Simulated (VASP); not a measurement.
Input:

```
MgB2
1.0
    1.53954    -2.66656     0.00000
    1.53954     2.66656     0.00000
    0.00000     0.00000     3.48231
Mg B
1 2
Cartesian
  0.00000   0.00000   0.00000
  1.53954   0.88886   1.74115
  1.53954  -0.88886   1.74115
```

Method: optB88-vdW, VASP's PBE PAW potentials (set 64) (plane waves; VASP). Settings: 520 eV cut-off, Gaussian smearing of 0.050 eV, potentials Mg B.

**Question.** Estimate the band gap (along the path) with the smallest direct gap where there is one.

**Answer.** 
```
Property                                                     Result
-------------------------  ----------------------------------------
band gap (along the path)  none (metal, semimetal or under 0.01 eV)
```

Total energies compare only between runs with the same potentials, cut-off and functional.

The compound is MgB2 in the AlB2 type structure. It was relaxed first.
